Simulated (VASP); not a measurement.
All values below come from PBEsol GGA, VASP's PBE PAW potentials (set 64) (plane waves; VASP).

VASP input:

**POSCAR**
```
Co
1
    1.2275955563    -2.1262580956     0.0000000000
    1.2275955563     2.1262580956     0.0000000000
   -0.0000000000     0.0000000000     3.9601420755
Co
2
Direct
  0.3333330000   0.6666670000   0.2500000000
  0.6666670000   0.3333330000   0.7500000000
```

### KPOINTS
```
Automatic mesh
0
Gamma
15 15 8
0 0 0
```

INCAR:
```
ALGO = Normal
EDIFF = 1E-6
EDIFFG = -0.01
ENCUT = 520
GGA = PS
IBRION = 2
ISIF = 3
ISMEAR = 1
ISPIN = 2
LASPH = .True.
LCHARG = .False.
LMAXMIX = 4
LORBIT = 10
LREAL = .False.
LWAVE = .False.
MAGMOM = 2*1.6
NELM = 100
NSW = 60
PREC = Accurate
SIGMA = 0.1
SYSTEM = Co
```

POTCAR, in this order: Co (PBE.64 set). Program: vasp_std.

The run wrote:

OUTCAR:
```
 ion  position               nearest neighbor table
   1  0.333  0.667  0.250-   2 2.44   2 2.44   2 2.44   2 2.44   2 2.44   2 2.44
   2  0.667  0.333  0.750-   1 2.44   1 2.44   1 2.44   1 2.44   1 2.44   1 2.44
  LATTYP: Found a hexagonal cell.
 ALAT       =     2.4551913039
 C/A-ratio  =     1.6129668059
 Subroutine PRICEL returns:
 Original cell was already a primitive cell.
 Subroutine GETGRP returns: Found 24 space group operations
The static configuration has the point symmetry D_3d.
 The point group associated with its full space group is D_6h.
The dynamic configuration has the point symmetry D_3d.
The overall configuration has the point symmetry D_3d.
 Subroutine INISYM returns: Found 24 space group operations
 Subroutine IBZKPT returns following result:
 Found    135 irreducible k-points:

 Following reciprocal coordinates:
            Coordinates               Weight
  0.000000  0.000000  0.000000      1.000000
  0.066667  0.000000  0.000000      6.000000
  0.133333  0.000000  0.000000      6.000000
  0.200000  0.000000  0.000000      6.000000
  0.266667  0.000000  0.000000      6.000000
  0.333333  0.000000  0.000000      6.000000
  0.400000  0.000000  0.000000      6.000000
  0.466667  0.000000  0.000000      6.000000
  0.066667  0.066667  0.000000      6.000000
  0.133333  0.066667  0.000000     12.000000
  0.200000  0.066667  0.000000     12.000000
  0.266667  0.066667  0.000000     12.000000
  0.333333  0.066667  0.000000     12.000000
  0.400000  0.066667  0.000000     12.000000
  0.466667  0.066667  0.000000      6.000000
  0.133333  0.133333  0.000000      6.000000
  0.200000  0.133333  0.000000     12.000000
  0.266667  0.133333  0.000000     12.000000
  0.333333  0.133333  0.000000     12.000000
  0.400000  0.133333  0.000000     12.000000
  0.200000  0.200000  0.000000      6.000000
...
```

File OSZICAR:
```
       N       E                     dE             d eps       ncg     rms          rms(c)
DAV:   1     0.783940468639E+02    0.78394E+02   -0.83286E+03  8300   0.160E+03
DAV:   2    -0.158269565593E+02   -0.94221E+02   -0.87121E+02  8114   0.258E+02
DAV:   3    -0.179827143968E+02   -0.21558E+01   -0.21015E+01  9689   0.553E+01
DAV:   4    -0.180170693899E+02   -0.34355E-01   -0.34346E-01 11646   0.529E+00
DAV:   5    -0.180173074808E+02   -0.23809E-03   -0.23809E-03 10027   0.429E-01    0.165E+01
DAV:   6    -0.159009548429E+02    0.21164E+01   -0.14972E+01  8744   0.800E+01    0.720E+00
DAV:   7    -0.155109411044E+02    0.39001E+00   -0.19688E+00  9192   0.278E+01    0.394E+00
DAV:   8    -0.154907443423E+02    0.20197E-01   -0.21452E-02 11347   0.171E+00    0.198E+00
DAV:   9    -0.154733009953E+02    0.17443E-01   -0.45446E-03 12315   0.114E+00    0.674E-01
DAV:  10    -0.154736249161E+02   -0.32392E-03   -0.92459E-04 11226   0.474E-01    0.274E-01
DAV:  11    -0.154735614697E+02    0.63446E-04   -0.19060E-04 10643   0.222E-01    0.330E-02
DAV:  12    -0.154735557770E+02    0.56928E-05   -0.10923E-05  8931   0.356E-02    0.182E-02
DAV:  13    -0.154735546951E+02    0.10819E-05   -0.17817E-06  5777   0.206E-02    0.115E-02
DAV:  14    -0.154735549434E+02   -0.24834E-06   -0.79845E-07  5290   0.127E-02
   1 F= -.15473555E+02 E0= -.15473936E+02  d E =-.154736E+02  mag=     3.1621
```

File OUTCAR:
```
------------------------ aborting loop because EDIFF is reached ----------------------------------------
  FORCE on cell =-STRESS in cart. coord.  units (eV):
  Direction    XX          YY          ZZ          XY          YZ          ZX
  --------------------------------------------------------------------------------------
  Total        0.0120412      0.0120412      0.0091258      0.0000000      0.0000000      0.0000000
  in kB        0.9331859      0.9331861      0.7072414      0.0000000      0.0000000      0.0000000
  external PRESSURE =       0.8578712 kB  Pullay stress =       0.0000000 kB
  volume of cell :       20.67
      direct lattice vectors                 reciprocal lattice vectors
     1.227595556 -2.126258096  0.000000000     0.407300269 -0.235154895  0.000000000
     1.227595556  2.126258096  0.000000000     0.407300269  0.235154895  0.000000000
     0.000000000  0.000000000  3.960142075     0.000000000  0.000000000  0.252516193
 POSITION                                       TOTAL-FORCE (eV/Angst)
 -----------------------------------------------------------------------------------
      1.22760      0.70875      0.99004        -0.000000     -0.000000      0.000000
      1.22760     -0.70875      2.97011         0.000000      0.000000      0.000000
 -----------------------------------------------------------------------------------
    total drift:                                0.000000     -0.000005     -0.000029
  FREE ENERGIE OF THE ION-ELECTRON SYSTEM (eV)
  ---------------------------------------------------
  free  energy   TOTEN  =       -15.4735549434 eV

  energy  without entropy=      -15.4746996050  energy(sigma->0) =      -15.47393650

 total charge

# of ion       s       p       d       tot
------------------------------------------
    1        0.510   0.568   7.292   8.370
    2        0.510   0.568   7.292   8.370
--------------------------------------------------
tot          1.020   1.137  14.585  16.741

 magnetization (x)

# of ion       s       p       d       tot
------------------------------------------
    1       -0.015  -0.050   1.652   1.587
    2       -0.015  -0.050   1.652   1.587
--------------------------------------------------
tot         -0.030  -0.101   3.304   3.173

 reached required accuracy - stopping structural energy minimisation
```
(Selected blocks of OUTCAR.)

The compound is Co in the hcp structure. It was relaxed first, which changed the volume by -7 %. The start is the result of an earlier pass.
